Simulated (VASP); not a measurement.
# Relaxed cell of MnSi (Brownleeite): a test of cutoff and mesh, part 2 of 3

Aim: test the relaxed volume of MnSi (Brownleeite) against cutoff and mesh. The starting structure is a measured crystal structure from the Crystallography Open Database. The first relaxation on each setting starts from this cell expanded by 3 % in volume.

VASP 6.6.1.

Results so far: reference 11.04 Å³ an atom.

### Step 3. Relaxation with a cutoff of 270 eV

Level of this step: PBEsol, spin-polarised from an antiferromagnetic start; plane waves and PAW (Mn_pv, Si) (VASP).

Against step 2 the input has ENCUT = 270. This run starts from the cell of an earlier relaxation, which isn't shown; the restart sets up the plane waves anew.

Contents of INCAR:

```
SYSTEM = MnSi
PREC = Accurate
ENCUT = 270
EDIFF = 1E-06
NELM = 100
ISMEAR = 0
SIGMA = 0.05
LREAL = .FALSE.
ALGO = Normal
GGA = PS
NBANDS = 46
ISPIN = 2
MAGMOM = 4 -4 4 -4 0 0 0 0
LASPH = .TRUE.
LMAXMIX = 4
LORBIT = 11
LWAVE = .FALSE.
LCHARG = .FALSE.
KPAR = 8
IBRION = 2
NSW = 50
ISIF = 3
EDIFFG = -0.006
```

Contents of POSCAR:

```
MnSi
1.0
    4.4450832735      0.0000000000      0.0000000000
    0.0000000000      4.4448563226      0.0000000000
    0.0000000000      0.0000000000      4.4447969962
Mn Si
4 4
Direct
    0.8619764314      0.6380144793      0.3619548403
    0.6380235686      0.3619855207      0.8619548403
    0.3619764314      0.8619855207      0.6380451597
    0.1380235686      0.1380144793      0.1380451597
    0.1541765191      0.3458344015      0.6542220478
    0.3458234809      0.6541655985      0.1542220478
    0.6541765191      0.1541655985      0.3457779522
    0.8458234809      0.8458344015      0.8457779522
```

Contents of KPOINTS:

```
Automatic mesh
0
Gamma
6 6 6
0 0 0
```

The projector-augmented-wave data sets are Mn_pv and Si (PBE family, release 64).

Command:

```console
$ mpirun -np 8 vasp_std
```

The log of the run:

```text
[banner, memory and clock lines left out]
running    8 mpi-ranks, on    1 nodes
[...]
[... a notice as in an earlier step ...]

 [... a notice as in an earlier step ...]

 LDA part: xc-table for (Slater+PW92), standard interpolation
 POSCAR, INCAR and KPOINTS ok, starting setup
[...]
entering main loop
       N       E                     dE             d eps       ncg     rms          rms(c)
DAV:   1     0.584494992090E+03    0.58449E+03   -0.25085E+04 13072   0.116E+03
DAV:   2    -0.251952250556E+02   -0.60969E+03   -0.58275E+03 11896   0.397E+02
DAV:   3    -0.695685506059E+02   -0.44373E+02   -0.43038E+02 13506   0.118E+02
DAV:   4    -0.706591391410E+02   -0.10906E+01   -0.10849E+01 14330   0.179E+01
[...]
DAV:  27    -0.660284958954E+02    0.63174E-06   -0.86775E-05 15146   0.652E-02    0.787E-03
DAV:  28    -0.660284990639E+02   -0.31685E-05   -0.13159E-05 11454   0.231E-02    0.440E-03
DAV:  29    -0.660284999491E+02   -0.88519E-06   -0.58263E-06  6350   0.145E-02
   1 F= -.66028500E+02 E0= -.66024005E+02  d E =-.660285E+02  mag=     0.0000
[... from here on, the cycles between the ionic steps are left out ...]
   2 F= -.65981823E+02 E0= -.65977776E+02  d E =0.466772E-01  mag=     0.0000
   3 F= -.66043086E+02 E0= -.66038762E+02  d E =-.145856E-01  mag=     0.0000
   4 F= -.66043075E+02 E0= -.66038749E+02  d E =-.145753E-01  mag=     0.0000
   5 F= -.66043404E+02 E0= -.66039094E+02  d E =-.328614E-03  mag=    -0.0000
   6 F= -.66043434E+02 E0= -.66039132E+02  d E =-.359034E-03  mag=    -0.0000
   7 F= -.66043434E+02 E0= -.66039132E+02  d E =-.358675E-03  mag=     0.0000
   8 F= -.66043434E+02 E0= -.66039132E+02  d E =-.358929E-03  mag=    -0.0000
   9 F= -.66043427E+02 E0= -.66039134E+02  d E =0.673959E-05  mag=    -0.0000
  10 F= -.66043447E+02 E0= -.66039149E+02  d E =-.129375E-04  mag=    -0.0000
[...]
reached required accuracy - stopping structural energy minimisation
```

Elapsed: 58 s, on 8 MPI ranks of Intel Xeon 6975P-C (Granite Rapids), shared host; peak memory 2.1 GiB.

Parts of OUTCAR (step 3):

```text
  Total        0.0196760      0.0191578      0.0189512      0.0000000      0.0000000      0.0000000
  in kB        0.3638421      0.3542588      0.3504381      0.0000000      0.0000000      0.0000000
  external PRESSURE =       0.3561797 kB  Pullay stress =       0.0000000 kB

 POSITION                                       TOTAL-FORCE (eV/Angst)
 -----------------------------------------------------------------------------------
      3.81239      2.82508      1.59978         0.001006     -0.000881      0.001579
      2.82516      1.59988      3.81225        -0.001006      0.000881      0.001579
      1.59988      3.81236      2.82518         0.001006      0.000881     -0.001579
      0.61264      0.61260      0.61270        -0.001006     -0.000881     -0.001579
      0.68174      1.53078      2.89433        -0.001972      0.001774     -0.002554
      1.53078      2.89418      0.68185         0.001972     -0.001774     -0.002554
      2.89426      0.68170      1.53062        -0.001972     -0.001774      0.002554
      3.74330      3.74327      3.74310         0.001972      0.001774      0.002554
 -----------------------------------------------------------------------------------
    total drift:                               -0.000009     -0.000013      0.000000

  FREE ENERGIE OF THE ION-ELECTRON SYSTEM (eV)
  ---------------------------------------------------
  free  energy   TOTEN  =       -66.0434471583 eV

  energy  without entropy=      -66.0348501262  energy(sigma->0) =      -66.03914864

 magnetization (x)
# of ion       s       p       d       tot
------------------------------------------
    1        0.000   0.000   0.000   0.000
    2       -0.000  -0.000  -0.000  -0.000
    3        0.000   0.000   0.000   0.000
    4       -0.000  -0.000  -0.000  -0.000
    5        0.000   0.000   0.000   0.000
    6       -0.000  -0.000   0.000  -0.000
    7        0.000   0.000   0.000   0.000
    8       -0.000  -0.000   0.000  -0.000
--------------------------------------------------
tot          0.000   0.000   0.000   0.000

[... 2 parts as in an earlier step ...]

[... 2 further parts left out ...]
[key lines of the parts left out:]
E-fermi :  11.8230
```

Logs of long relaxations may skip ionic steps without a mark.

With a cutoff of 270 eV the cell ends at 10.830 Å³ an atom, -1.86 % from the reference, and since the restart alone still moved it by -1.3 % it may not have settled.

### Step 4. Relaxation with a 4×4×4 mesh

Against step 2 the input has a 4×4×4 mesh. This run starts from the cell of an earlier relaxation, which isn't shown; the restart sets up the plane waves anew.

INCAR, as its differences from that of step 3:

```diff
@@ -2,3 +2,3 @@
 PREC = Accurate
-ENCUT = 270
+ENCUT = 450
 EDIFF = 1E-06
```

Contents of POSCAR:

```
MnSi
1.0
    4.4538912062      0.0000000000      0.0000000000
    0.0000000000      4.4540750947      0.0000000000
    0.0000000000      0.0000000000      4.4539246462
Mn Si
4 4
Direct
    0.8620322234      0.6379548912      0.3620641781
    0.6379677766      0.3620451088      0.8620641781
    0.3620322234      0.8620451088      0.6379358219
    0.1379677766      0.1379548912      0.1379358219
    0.1544346494      0.3455970322      0.6543815978
    0.3455653506      0.6544029678      0.1543815978
    0.6544346494      0.1544029678      0.3456184022
    0.8455653506      0.8455970322      0.8456184022
```

Contents of KPOINTS:

```
Automatic mesh
0
Gamma
4 4 4
0 0 0
```

Command:

```console
$ mpirun -np 8 vasp_std
```

The log of the run:

```text
[... set-up lines as in an earlier step ...]
 entering main loop
       N       E                     dE             d eps       ncg     rms          rms(c)
DAV:   1     0.760186400954E+03    0.76019E+03   -0.32880E+04  5024   0.160E+03
DAV:   2    -0.111416619338E+02   -0.77133E+03   -0.73926E+03  4968   0.495E+02
DAV:   3    -0.691778970143E+02   -0.58036E+02   -0.56107E+02  5416   0.147E+02
DAV:   4    -0.708506065541E+02   -0.16727E+01   -0.16589E+01  6156   0.245E+01
[...]
DAV:  42    -0.661754945277E+02    0.26427E-05   -0.24719E-05  6240   0.347E-02    0.248E-02
DAV:  43    -0.661754839362E+02    0.10592E-04   -0.93387E-05  6300   0.789E-02    0.243E-02
DAV:  44    -0.661754846315E+02   -0.69538E-06   -0.46696E-06  5144   0.151E-02
   1 F= -.66175485E+02 E0= -.66170291E+02  d E =-.661755E+02  mag=     0.0000
[...]
2 F= -.66175529E+02 E0= -.66170432E+02  d E =-.439245E-04  mag=     0.0000
[...]
3 F= -.66175615E+02 E0= -.66170508E+02  d E =-.130212E-03  mag=     0.0000
[...]
4 F= -.66175615E+02 E0= -.66170505E+02  d E =-.130841E-03  mag=    -0.0000
[...]
reached required accuracy - stopping structural energy minimisation
```

It took 55 s on 8 MPI ranks; peak memory 2.5 GiB.

From OUTCAR (step 4):

```text
  Total       -0.0102125     -0.0106571     -0.0100029      0.0000000      0.0000000      0.0000000
  in kB       -0.1853491     -0.1934168     -0.1815452      0.0000000      0.0000000      0.0000000
  external PRESSURE =      -0.1867704 kB  Pullay stress =       0.0000000 kB

 POSITION                                       TOTAL-FORCE (eV/Angst)
 -----------------------------------------------------------------------------------
      3.83826      2.84066      1.61213        -0.002195      0.002269     -0.003010
      2.84061      1.61206      3.83845         0.002195     -0.002269     -0.003010
      1.61197      3.83841      2.84051        -0.002195     -0.002269      0.003010
      0.61432      0.61430      0.61419         0.002195      0.002269      0.003010
      0.68761      1.53886      2.91372        -0.001641      0.000933     -0.000698
      1.53868      2.91385      0.68740         0.001641     -0.000933     -0.000698
      2.91390      0.68750      1.53892        -0.001641     -0.000933      0.000698
      3.76497      3.76522      3.76524         0.001641      0.000933      0.000698
 -----------------------------------------------------------------------------------
    total drift:                               -0.000002     -0.000003     -0.000000

  FREE ENERGIE OF THE ION-ELECTRON SYSTEM (eV)
  ---------------------------------------------------
  free  energy   TOTEN  =       -66.1756154727 eV

  energy  without entropy=      -66.1653935510  energy(sigma->0) =      -66.17050451

 magnetization (x)
# of ion       s       p       d       tot
------------------------------------------
    1       -0.000  -0.000  -0.001  -0.001
    2        0.000   0.000   0.001   0.001
    3       -0.000  -0.000  -0.001  -0.001
    4        0.000   0.000   0.001   0.001
    5       -0.000  -0.000   0.000  -0.000
    6        0.000   0.000   0.000   0.000
    7       -0.000  -0.000   0.000  -0.000
    8        0.000   0.000   0.000   0.000
--------------------------------------------------
tot          0.000   0.000   0.000   0.000

[... 1 part as in an earlier step ...]

[... 3 further parts left out ...]
[key lines of the parts left out:]
E-fermi :  11.5305
```

With a 4×4×4 mesh the cell ends at 11.035 Å³ an atom, -0.01 % from the reference.

### Step 5. Relaxation with a cutoff of 600 eV

Against step 2 the input has ENCUT = 600. This run starts from the cell of an earlier relaxation, which isn't shown; the restart sets up the plane waves anew.

INCAR, as its differences from that of step 4:

```diff
@@ -2,3 +2,3 @@
 PREC = Accurate
-ENCUT = 450
+ENCUT = 600
 EDIFF = 1E-06
```

Contents of POSCAR:

```
MnSi
1.0
    4.4547201344      0.0000000000      0.0000000000
    0.0000000000      4.4543784625      0.0000000000
    0.0000000000      0.0000000000      4.4543299134
Mn Si
4 4
Direct
    0.8621527349      0.6378358324      0.3621235704
    0.6378472651      0.3621641676      0.8621235704
    0.3621527349      0.8621641676      0.6378764296
    0.1378472651      0.1378358324      0.1378764296
    0.1542426571      0.3457738046      0.6542958035
    0.3457573429      0.6542261954      0.1542958035
    0.6542426571      0.1542261954      0.3457041965
    0.8457573429      0.8457738046      0.8457041965
```

Contents of KPOINTS:

```
Automatic mesh
0
Gamma
6 6 6
0 0 0
```

Command:

```console
$ mpirun -np 8 vasp_std
```

The log of the run:

```text
[... set-up lines as in an earlier step ...]
 entering main loop
       N       E                     dE             d eps       ncg     rms          rms(c)
DAV:   1     0.852615958520E+03    0.85262E+03   -0.38627E+04 11784   0.194E+03
DAV:   2    -0.293071940905E+01   -0.85555E+03   -0.82084E+03 11776   0.561E+02
DAV:   3    -0.687918260741E+02   -0.65861E+02   -0.63384E+02 12784   0.163E+02
DAV:   4    -0.708454661392E+02   -0.20536E+01   -0.20335E+01 14436   0.283E+01
[...]
DAV:  28    -0.661719507356E+02    0.10253E-05   -0.77758E-05 15206   0.605E-02    0.669E-03
DAV:  29    -0.661719516343E+02   -0.89875E-06   -0.11015E-05 11026   0.299E-02    0.405E-03
DAV:  30    -0.661719518678E+02   -0.23345E-06   -0.40494E-06  6122   0.138E-02
   1 F= -.66171952E+02 E0= -.66167082E+02  d E =-.661720E+02  mag=     0.0000
[...]
N       E                     dE             d eps       ncg     rms          rms(c)
DAV:   1    -0.661725532391E+02   -0.60160E-03   -0.87710E-03 12718   0.952E-01    0.238E-01
[...]
DAV:   3    -0.661719724998E+02    0.58095E-03   -0.23040E-03 12716   0.399E-01    0.335E-02
DAV:   4    -0.661719642311E+02    0.82686E-05   -0.10719E-04 12606   0.477E-02    0.156E-02
DAV:   5    -0.661719621957E+02    0.20355E-05   -0.82061E-06 11788   0.247E-02    0.747E-03
DAV:   6    -0.661719624880E+02   -0.29231E-06   -0.19782E-06  6824   0.992E-03
   2 F= -.66171962E+02 E0= -.66167064E+02  d E =-.106202E-04  mag=    -0.0000
 trial-energy change:   -0.000011  1 .order   -0.000009   -0.000038    0.000021
 step:   0.6476(harm=  0.6476)  dis= 0.00009  next Energy=   -66.171964 (dE=-0.123E-04)
[...]
N       E                     dE             d eps       ncg     rms          rms(c)
DAV:   1    -0.661720389932E+02   -0.76798E-04   -0.10838E-03 12716   0.335E-01    0.841E-02
DAV:   2    -0.661720415231E+02   -0.25299E-05   -0.99771E-04 12810   0.261E-01    0.742E-02
DAV:   3    -0.661719682408E+02    0.73282E-04   -0.28475E-04 12708   0.140E-01    0.123E-02
DAV:   4    -0.661719670605E+02    0.11804E-05   -0.14012E-05 11652   0.177E-02    0.598E-03
DAV:   5    -0.661719670179E+02    0.42526E-07   -0.11514E-06  6326   0.936E-03
   3 F= -.66171967E+02 E0= -.66167060E+02  d E =-.151502E-04  mag=     0.0000
[...]
reached required accuracy - stopping structural energy minimisation
```

It took 1.8 min on 8 MPI ranks; peak memory 4.8 GiB; 12 min of CPU time.

Parts of OUTCAR (step 5):

```text
  Total        0.0092212     -0.0204992     -0.0221413      0.0000000      0.0000000      0.0000000
  in kB        0.1670881     -0.3714454     -0.4012006      0.0000000      0.0000000      0.0000000
  external PRESSURE =      -0.2018527 kB  Pullay stress =       0.0000000 kB

 POSITION                                       TOTAL-FORCE (eV/Angst)
 -----------------------------------------------------------------------------------
      3.84176      2.84126      1.61300         0.001379     -0.001617     -0.002272
      2.84229      1.61329      3.84025        -0.001379      0.001617     -0.002272
      1.61374      3.84057      2.84151         0.001379      0.001617      0.002272
      0.61428      0.61398      0.61426        -0.001379     -0.001617      0.002272
      0.68730      1.54032      2.91459        -0.000022      0.001899      0.001764
      1.54072      2.91424      0.68733         0.000022     -0.001899      0.001764
      2.91532      0.68696      1.53992        -0.000022     -0.001899     -0.001764
      3.76873      3.76760      3.76718         0.000022      0.001899     -0.001764
 -----------------------------------------------------------------------------------
    total drift:                               -0.000001     -0.000001      0.000000

  FREE ENERGIE OF THE ION-ELECTRON SYSTEM (eV)
  ---------------------------------------------------
  free  energy   TOTEN  =       -66.1719670179 eV

  energy  without entropy=      -66.1621529605  energy(sigma->0) =      -66.16705999

 magnetization (x)
# of ion       s       p       d       tot
------------------------------------------
    1        0.001   0.002   0.113   0.115
    2       -0.001  -0.002  -0.113  -0.115
    3        0.001   0.002   0.113   0.115
    4       -0.001  -0.002  -0.113  -0.115
    5        0.000   0.000   0.000   0.000
    6       -0.000  -0.000   0.000  -0.000
    7        0.000   0.000   0.000   0.000
    8       -0.000  -0.000   0.000  -0.000
--------------------------------------------------
tot          0.000   0.000   0.000   0.000

[... 2 parts as in an earlier step ...]

[... 2 further parts left out ...]
[key lines of the parts left out:]
E-fermi :  11.5231
```

With a cutoff of 600 eV the cell ends at 11.053 Å³ an atom, +0.15 % from the reference.

(Part 2 of 3 ends here.)

[Lines on the potential files, build, host, timing and source positions are cut from VASP's logs without a mark.]

[Logs are printed without paths, hosts, clocks, repeated set-up lines and the standing remarks that a program may print on its own settings, such as how far it seeks lower states.]

[Hosts, paths, dates, database ids (printed as entryN), source tags and the programs' standing remarks are cut or masked in the printed files.]
